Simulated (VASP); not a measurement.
Data:

```
La2O3
1.0
    1.91723    -3.32075     0.00000
    1.91723     3.32075     0.00000
    0.00000     0.00000     5.46783
La O
2 3
Direct
  0.33333   0.66667   0.23300
  0.66667   0.33333   0.76700
  0.00000   0.00000   0.00000
  0.33333   0.66667   0.65638
  0.66667   0.33333   0.34362
```

These are PBEsol GGA, VASP's PBE PAW potentials (set 64) (plane waves; VASP) values and carry that method's errors. Settings: 620 eV cut-off, 7×7×4 Γ-centred mesh, Gaussian smearing of 0.050 eV, potentials La O.

Energy and stress use the plane-wave basis of the starting cell.

Q: The ions, cell shape and volume at an external pressure of 30.0 GPa are relaxed. Give the cell that the relaxation ends in.

A: 
```
La2O3
1.0
    1.90351    -3.29698     0.00000
    1.90351     3.29698     0.00000
    0.00000     0.00000     5.28905
La O
2 3
Direct
  0.33333   0.66667   0.22873
  0.66667   0.33333   0.77127
  0.00000   0.00000   0.00000
  0.33333   0.66667   0.65952
  0.66667   0.33333   0.34048
```
Space group P-3m1 (164), at a tolerance of 0.03 Å.

Q: How do energy and volume change from the first to the last step?

A: The energy (σ→0) changes by +100.2 meV/atom and the volume by -4.6 %, in 10 ionic steps.

The compound is La2O3 in the a-type structure. This run relaxes it under an external pressure of 30 GPa. Symmetry was kept, so distortions that lower it aren't found.
